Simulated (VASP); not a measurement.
Consider the following.

```
CELL_PARAMETERS angstrom
      3.81674     0.00000     0.00000
     -1.90837     3.30540     0.00000
      0.00000     0.00000     6.70580
ATOMIC_POSITIONS crystal
  Ti 0.00000 0.00000 0.00000
  Te 0.33333 0.66667 0.25109
  Te 0.66667 0.33333 0.74891
```

Computed with r2SCAN meta-GGA, VASP's PBE PAW potentials (set 64) (plane waves; VASP 6.6.1). Settings: 400 eV cut-off, 10×10×5 Γ-centred mesh, tetrahedra with Blöchl corrections, potentials Ti_sv Te.

Give the energies of bands 7 to 15 at the high-symmetry points, in eV from the Fermi level.

```tsv
band	Γ	M	K	A	L	H
7	-5.24	-5.14	-4.38	-3.68	-5.21	-4.19
8	-2.07	-3.98	-3.87	-2.56	-4.61	-4.19
9	-2.07	-2.74	-3.87	-2.03	-2.63	-4.03
10	0.10	-2.58	-2.68	-2.03	-2.32	-3.26
11	0.29	-2.15	-2.51	0.29	-1.36	-2.03
12	0.29	-1.34	-2.50	0.29	-1.01	-2.03
13	0.45	0.02	0.95	0.59	-0.21	0.96
14	0.79	1.06	1.34	0.59	1.06	1.03
15	0.79	1.44	1.34	1.02	1.41	1.03
```

It has no gap at this level: it comes out as a metal or semimetal.

The structure was generated: TiTe2 was put into the CdI2 type (P-3m1), which need not be its known phase. It was relaxed first.
